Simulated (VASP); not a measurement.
OSZICAR of a VASP run on Ga$_{35}$N$_{36}$:

### OSZICAR
```
...
DAV:   1    -0.423740336522E+03   -0.37233E-04   -0.96041E-02   880   0.732E-01    0.696E-02
RMM:   2    -0.423740456958E+03   -0.12044E-03   -0.15454E-03   720   0.845E-02    0.338E-02
RMM:   3    -0.423740519762E+03   -0.62804E-04   -0.23749E-04   725   0.344E-02    0.224E-02
RMM:   4    -0.423740518901E+03    0.86099E-06   -0.43332E-05   510   0.131E-02
   9 F= -.42374052E+03 E0= -.42374052E+03  d E =-.301154E-01  mag=     3.0000
       N       E                     dE             d eps       ncg     rms          rms(c)
DAV:   1    -0.423743691632E+03   -0.31719E-02   -0.39918E+00   728   0.489E+00    0.403E-01
RMM:   2    -0.423748695993E+03   -0.50044E-02   -0.68234E-02   720   0.572E-01    0.196E-01
RMM:   3    -0.423750890697E+03   -0.21947E-02   -0.11175E-02   779   0.229E-01    0.139E-01
RMM:   4    -0.423750700142E+03    0.19055E-03   -0.16941E-03   733   0.864E-02    0.791E-02
RMM:   5    -0.423750642853E+03    0.57289E-04   -0.88478E-04   720   0.624E-02    0.303E-02
RMM:   6    -0.423750649644E+03   -0.67916E-05   -0.17286E-04   760   0.267E-02    0.188E-02
RMM:   7    -0.423750650831E+03   -0.11869E-05   -0.53200E-05   567   0.131E-02
  10 F= -.42375065E+03 E0= -.42375065E+03  d E =-.101319E-01  mag=     3.0000
       N       E                     dE             d eps       ncg     rms          rms(c)
DAV:   1    -0.423750653079E+03   -0.34350E-05   -0.13959E-03   800   0.914E-02    0.967E-03
RMM:   2    -0.423750655554E+03   -0.24749E-05   -0.27200E-05   476   0.115E-02    0.508E-03
RMM:   3    -0.423750656558E+03   -0.10034E-05   -0.46655E-06   435   0.510E-03    0.340E-03
RMM:   4    -0.423750656743E+03   -0.18576E-06   -0.10228E-06   315   0.238E-03
  11 F= -.42375066E+03 E0= -.42375066E+03  d E =-.101378E-01  mag=     3.0000
       N       E                     dE             d eps       ncg     rms          rms(c)
DAV:   1    -0.423751911606E+03   -0.12550E-02   -0.13662E+00   720   0.287E+00    0.235E-01
RMM:   2    -0.423753558347E+03   -0.16467E-02   -0.23269E-02   720   0.336E-01    0.112E-01
RMM:   3    -0.423754365500E+03   -0.80715E-03   -0.41069E-03   782   0.136E-01    0.801E-02
RMM:   4    -0.423754310693E+03    0.54807E-04   -0.54844E-04   738   0.510E-02    0.458E-02
RMM:   5    -0.423754296685E+03    0.14008E-04   -0.30511E-04   721   0.365E-02    0.177E-02
RMM:   6    -0.423754299081E+03   -0.23952E-05   -0.52310E-05   553   0.154E-02
  12 F= -.42375430E+03 E0= -.42375430E+03  d E =-.364234E-02  mag=     3.0000
       N       E                     dE             d eps       ncg     rms          rms(c)
DAV:   1    -0.423754301253E+03   -0.45675E-05   -0.57021E-04   768   0.587E-02    0.793E-03
RMM:   2    -0.423754301276E+03   -0.22965E-07   -0.10135E-05   439   0.754E-03    0.376E-03
RMM:   3    -0.423754301557E+03   -0.28165E-06   -0.15731E-06   408   0.306E-03    0.209E-03
RMM:   4    -0.423754301537E+03    0.20664E-07   -0.34051E-07   216   0.160E-03
  13 F= -.42375430E+03 E0= -.42375430E+03  d E =-.364479E-02  mag=     3.0000
       N       E                     dE             d eps       ncg     rms          rms(c)
DAV:   1    -0.423754948057E+03   -0.64650E-03   -0.58791E-01   720   0.186E+00    0.163E-01
RMM:   2    -0.423755665728E+03   -0.71767E-03   -0.98260E-03   720   0.218E-01    0.754E-02
RMM:   3    -0.423756057556E+03   -0.39183E-03   -0.16985E-03   784   0.890E-02    0.501E-02
RMM:   4    -0.423756045246E+03    0.12310E-04   -0.24174E-04   738   0.323E-02    0.282E-02
RMM:   5    -0.423756037933E+03    0.73127E-05   -0.10733E-04   697   0.222E-02    0.110E-02
RMM:   6    -0.423756039606E+03   -0.16726E-05   -0.18585E-05   459   0.951E-03
  14 F= -.42375604E+03 E0= -.42375604E+03  d E =-.173807E-02  mag=     3.0000
       N       E                     dE             d eps       ncg     rms          rms(c)
DAV:   1    -0.423756036378E+03    0.15557E-05   -0.92762E-03   840   0.234E-01    0.210E-02
RMM:   2    -0.423756050451E+03   -0.14073E-04   -0.17244E-04   718   0.289E-02    0.103E-02
RMM:   3    -0.423756056602E+03   -0.61513E-05   -0.28322E-05   484   0.119E-02    0.705E-03
RMM:   4    -0.423756056590E+03    0.11820E-07   -0.56109E-06   426   0.484E-03
  15 F= -.42375606E+03 E0= -.42375606E+03  d E =-.175505E-02  mag=     3.0000
       N       E                     dE             d eps       ncg     rms          rms(c)
DAV:   1    -0.423756026397E+03    0.30205E-04   -0.44886E-01   720   0.163E+00    0.137E-01
RMM:   2    -0.423756563301E+03   -0.53690E-03   -0.73836E-03   720   0.189E-01    0.632E-02
RMM:   3    -0.423756853453E+03   -0.29015E-03   -0.12944E-03   789   0.775E-02    0.434E-02
RMM:   4    -0.423756841896E+03    0.11557E-04   -0.17882E-04   741   0.280E-02    0.247E-02
RMM:   5    -0.423756835286E+03    0.66094E-05   -0.86497E-05   679   0.196E-02
  16 F= -.42375684E+03 E0= -.42375684E+03  d E =-.778696E-03  mag=     3.0000
       N       E                     dE             d eps       ncg     rms          rms(c)
DAV:   1    -0.423756858974E+03   -0.17078E-04   -0.12711E-02   784   0.275E-01    0.238E-02
RMM:   2    -0.423756871642E+03   -0.12668E-04   -0.19446E-04   719   0.307E-02    0.110E-02
RMM:   3    -0.423756878214E+03   -0.65723E-05   -0.28162E-05   483   0.122E-02    0.658E-03
RMM:   4    -0.423756877763E+03    0.45091E-06   -0.49135E-06   433   0.480E-03
  17 F= -.42375688E+03 E0= -.42375688E+03  d E =-.821173E-03  mag=     3.0000
       N       E                     dE             d eps       ncg     rms          rms(c)
DAV:   1    -0.423756687619E+03    0.19060E-03   -0.30828E-01   720   0.139E+00    0.112E-01
RMM:   2    -0.423757119629E+03   -0.43201E-03   -0.55675E-03   720   0.165E-01    0.526E-02
RMM:   3    -0.423757275411E+03   -0.15578E-03   -0.92963E-04   788   0.655E-02    0.373E-02
RMM:   4    -0.423757261680E+03    0.13730E-04   -0.12670E-04   720   0.246E-02    0.209E-02
RMM:   5    -0.423757259489E+03    0.21910E-05   -0.65333E-05   670   0.174E-02
  18 F= -.42375726E+03 E0= -.42375726E+03  d E =-.381726E-03  mag=     3.0000
       N       E                     dE             d eps       ncg     rms          rms(c)
DAV:   1    -0.423757310118E+03   -0.48438E-04   -0.31514E-02   728   0.443E-01    0.355E-02
RMM:   2    -0.423757350425E+03   -0.40306E-04   -0.53186E-04   720   0.511E-02    0.166E-02
RMM:   3    -0.423757364108E+03   -0.13684E-04   -0.81799E-05   614   0.199E-02    0.110E-02
RMM:   4    -0.423757362787E+03    0.13210E-05   -0.11974E-05   433   0.771E-03
  19 F= -.42375736E+03 E0= -.42375736E+03  d E =-.485024E-03  mag=     3.0000
       N       E                     dE             d eps       ncg     rms          rms(c)
DAV:   1    -0.423757356179E+03    0.79296E-05   -0.89201E-02   728   0.752E-01    0.625E-02
RMM:   2    -0.423757485482E+03   -0.12930E-03   -0.16514E-03   720   0.912E-02    0.294E-02
RMM:   3    -0.423757523869E+03   -0.38387E-04   -0.27297E-04   787   0.356E-02    0.208E-02
RMM:   4    -0.423757518774E+03    0.50943E-05   -0.35656E-05   502   0.136E-02
  20 F= -.42375752E+03 E0= -.42375752E+03  d E =-.155987E-03  mag=     3.0000
       N       E                     dE             d eps       ncg     rms          rms(c)
DAV:   1    -0.423757543975E+03   -0.20106E-04   -0.84426E-03   768   0.232E-01    0.191E-02
RMM:   2    -0.423757557449E+03   -0.13474E-04   -0.16510E-04   718   0.289E-02    0.915E-03
RMM:   3    -0.423757560053E+03   -0.26043E-05   -0.20262E-05   466   0.106E-02    0.596E-03
RMM:   4    -0.423757559452E+03    0.60099E-06   -0.37359E-06   408   0.440E-03
  21 F= -.42375756E+03 E0= -.42375756E+03  d E =-.196665E-03  mag=     3.0000
       N       E                     dE             d eps       ncg     rms          rms(c)
DAV:   1    -0.423757488354E+03    0.71699E-04   -0.55217E-02   728   0.592E-01    0.482E-02
RMM:   2    -0.423757566558E+03   -0.78204E-04   -0.98045E-04   720   0.701E-02    0.224E-02
RMM:   3    -0.423757590187E+03   -0.23629E-04   -0.15811E-04   698   0.276E-02    0.156E-02
RMM:   4    -0.423757588076E+03    0.21110E-05   -0.22202E-05   459   0.105E-02
  22 F= -.42375759E+03 E0= -.42375759E+03  d E =-.286235E-04  mag=     3.0000
       N       E                     dE             d eps       ncg     rms          rms(c)
DAV:   1    -0.423757623142E+03   -0.32956E-04   -0.88581E-03   728   0.238E-01    0.192E-02
RMM:   2    -0.423757636614E+03   -0.13471E-04   -0.16415E-04   719   0.287E-02    0.903E-03
RMM:   3    -0.423757639717E+03   -0.31039E-05   -0.21193E-05   448   0.108E-02    0.598E-03
RMM:   4    -0.423757639278E+03    0.43902E-06   -0.37578E-06   377   0.441E-03
  23 F= -.42375764E+03 E0= -.42375764E+03  d E =-.798264E-04  mag=     3.0000
       N       E                     dE             d eps       ncg     rms          rms(c)
DAV:   1    -0.423757595833E+03    0.43885E-04   -0.41397E-02   728   0.512E-01    0.406E-02
RMM:   2    -0.423757651740E+03   -0.55907E-04   -0.70364E-04   720   0.594E-02    0.190E-02
RMM:   3    -0.423757669956E+03   -0.18216E-04   -0.11369E-04   658   0.236E-02    0.131E-02
RMM:   4    -0.423757668455E+03    0.15006E-05   -0.16105E-05   450   0.895E-03
  24 F= -.42375767E+03 E0= -.42375767E+03  d E =-.291771E-04  mag=     3.0000
       N       E                     dE             d eps       ncg     rms          rms(c)
DAV:   1    -0.423757683012E+03   -0.13056E-04   -0.52937E-03   736   0.184E-01    0.145E-02
RMM:   2    -0.423757690774E+03   -0.77614E-05   -0.94037E-05   679   0.216E-02    0.675E-03
RMM:   3    -0.423757692757E+03   -0.19833E-05   -0.12179E-05   395   0.822E-03    0.449E-03
RMM:   4    -0.423757692523E+03    0.23385E-06   -0.20193E-06   353   0.324E-03
  25 F= -.42375769E+03 E0= -.42375769E+03  d E =-.532446E-04  mag=     3.0000
```

### Question
Which electronic solver shows in the log?

### Answer
It is blocked Davidson (ALGO = Normal, or the opening steps of other solvers) and then RMM-DIIS (ALGO = Fast or VeryFast). The INCAR had ALGO = Fast.

### Question
How was spin treated?

### Answer
Collinear spin (ISPIN = 2): the summary line carries one mag value, 3.00 μB in the cell.

### Question
Can the final energy be trusted as converged?

### Answer
The calculation finished and met its thresholds. It stopped with EDIFF = 1E-5, NELM = 100, NSW = 60 and EDIFFG = -0.03 after 25 ionic steps (PBE GGA, plane waves, VASP's PBE PAW potentials (set 64)).  The supercell is sampled at Γ alone, which is coarse: total energies, pressure and levels can be off, energies of defects by several tenths of an eV.

The cell is a supercell with a defect, built from GaN (wurtzite): vac_Ga. The total moment is imposed (NUPDOWN), so this need not be the lowest spin state.
